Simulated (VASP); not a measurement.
**Zr (hcp): computed properties**

These are PBE GGA, VASP's PBE PAW potentials (set 64) (plane waves; VASP 6.6.1) values and carry that method's errors.

```
Property                                                                               Result
----------------------------------  ---------------------------------------------------------
space group                                                                    P6_3/mmc (194)
cell                                a = b = 3.229 Å, c = 5.173 Å, α = β = 90.00°, γ = 120.00°
volume per atom                                                                23.35 Å^3/atom
band gap (over mesh and band path)                   none (metal, semimetal or under 0.01 eV)
Hill bulk modulus                                                                    93.1 GPa
Hill shear modulus                                                                   30.4 GPa
Poisson's ratio                                                                         0.353
band gap with spin-orbit coupling                                             none (metallic)
density                                                                            6.49 g/cm³
optical Γ-point spectrum                                                    74 (×2), 142 cm⁻¹
C11                                                                                   135 GPa
C12                                                                                  67.7 GPa
C13                                                                                  68.9 GPa
C33                                                                                   159 GPa
C44                                                                                  23.7 GPa
C66                                                                                  33.7 GPa
```

```
CELL_PARAMETERS angstrom
      1.61445    -2.79630     0.00000
      1.61445     2.79630     0.00000
      0.00000     0.00000     5.17331
ATOMIC_POSITIONS crystal
  Zr 0.33333 0.66667 0.25000
  Zr 0.66667 0.33333 0.75000
```

Measured: a 3.232 Å at 293 K (computed value off by -0.1 %), c 5.148 Å at 293 K (computed value off by +0.5 %), as given by Wikipedia, Zirconium (infobox). The calculation is for a static lattice, while the measured a, c hold thermal and zero-point effects, which are part of the difference. Finite-difference elastic constants of metals are sensitive to mesh and smearing; shear constants can be off by tens of GPa.

The compound is Zr in the hcp structure. It was relaxed first. Symmetry was kept, so distortions that lower it aren't found.
